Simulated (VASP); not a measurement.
Consider the following.

```
CELL_PARAMETERS angstrom
      3.18415     0.00000     0.00000
     -1.59208     2.75756     0.00000
      0.00000     0.00000    26.63624
ATOMIC_POSITIONS crystal
  W  0.66667 0.33333 0.37814
  W  0.33333 0.66667 0.62186
  S  0.33333 0.66667 0.43673
  S  0.33333 0.66667 0.31959
  S  0.66667 0.33333 0.68041
  S  0.66667 0.33333 0.56327
```

Calculation: r2SCAN meta-GGA, VASP's PBE PAW potentials (set 64) (plane waves; VASP). Run with PREC = Normal, 400 eV cut-off, 12×12×1 Γ-centred mesh, Gaussian smearing of 0.050 eV, potentials W_sv S.

Unless said otherwise, spin-orbit coupling is left out, though it shifts the bands of the heavy elements here.

Q: What does the run give for the energy per atom (σ→0), band gap (on the k-mesh) with the smallest direct gap where there is one?

A: 
band gap (on the k-mesh): 1.57 eV
smallest direct gap (on the k-mesh): 1.89 eV
energy per atom (σ→0): -23.354 eV/atom

The absolute energy has meaning only against runs of the same code, potentials and settings.

The cell is a sheet with vacuum, built from WS2 (2H layered).
